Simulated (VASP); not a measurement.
**PtSe2 (Sudovikovite): band structure with LDA**

The system is PtSe2 (Sudovikovite).

```xyz
3
Lattice="3.7683 0.0000 0.0000 -1.8842 3.2635 0.0000 0.0000 0.0000 4.8198" Properties=species:S:1:pos:R:3 pbc="T T T"
Pt    0.0000    0.0000    0.0000
Se    0.0000    2.1756    1.2845
Se    1.8842    1.0878    3.5353
```

| Quantity | Value |
| --- | --- |
| Program | VASP 6.6.1 |
| Task | band structure |
| Functional | LDA |
| Potentials or basis | VASP PAW LDA potentials, release 64 (Pt, Se) |
| Cutoff | 520 eV |
| k mesh | 9 × 9 × 5 |
| Occupations | gaussian, width 0.03 eV |
| Spin | no spin polarisation |
| Further INCAR settings | ALGO = Fast; EDIFF = 1e-06; NBANDS = 18 |

```
Pressure                : -3.5 GPa
Largest force           : 0.309 eV/Å
Band gap along the path : none (metal or under the smearing width)
```

Forces in eV/Å, atoms in the order of the input:
```
Pt   0.000  0.000  0.000
Se   0.000  0.000 -0.309
Se   0.000  0.000  0.309
```

Stress tensor (GPa, compression positive):
```
-3.65  0.00  0.00
 0.00 -3.65  0.00
 0.00  0.00 -3.06
```

Levels at the corners of the path, in eV from the Fermi level:
```csv
point,band 8,band 9,band 10,band 11,band 12,band 13,band 14,band 15
Γ,-2.45,-0.98,-0.98,0.80,1.05,1.05,3.27,3.98
M,-3.70,-3.28,-3.23,-2.90,0.47,2.50,5.02,6.05
M,-3.70,-3.28,-3.23,-2.90,0.47,2.50,5.02,6.05
K,-3.57,-2.24,-1.66,-1.66,-0.07,-0.07,3.81,7.52
K,-3.57,-2.24,-1.66,-1.66,-0.07,-0.07,3.81,7.52
Γ,-2.45,-0.98,-0.98,0.80,1.05,1.05,3.27,3.98
Γ,-2.45,-0.98,-0.98,0.80,1.05,1.05,3.27,3.98
A,-2.94,-1.71,-1.71,-1.70,2.32,2.32,4.92,6.47
A,-2.94,-1.71,-1.71,-1.70,2.32,2.32,4.92,6.47
L,-3.30,-3.04,-2.55,-1.09,0.58,1.44,4.81,4.89
L,-3.30,-3.04,-2.55,-1.09,0.58,1.44,4.81,4.89
H,-4.29,-3.41,-2.45,-2.45,2.33,2.33,6.56,7.49
H,-4.29,-3.41,-2.45,-2.45,2.33,2.33,6.56,7.49
A,-2.94,-1.71,-1.71,-1.70,2.32,2.32,4.92,6.47
L,-3.30,-3.04,-2.55,-1.09,0.58,1.44,4.81,4.89
M,-3.70,-3.28,-3.23,-2.90,0.47,2.50,5.02,6.05
K,-3.57,-2.24,-1.66,-1.66,-0.07,-0.07,3.81,7.52
H,-4.29,-3.41,-2.45,-2.45,2.33,2.33,6.56,7.49
```

It took 70 s on 2 MPI ranks on AMD EPYC 9R14 (Zen 4), on a shared host, peak memory 0.19 GiB a rank.

Caveat: spin-orbit coupling is left out, which moves the levels of the heavy elements.
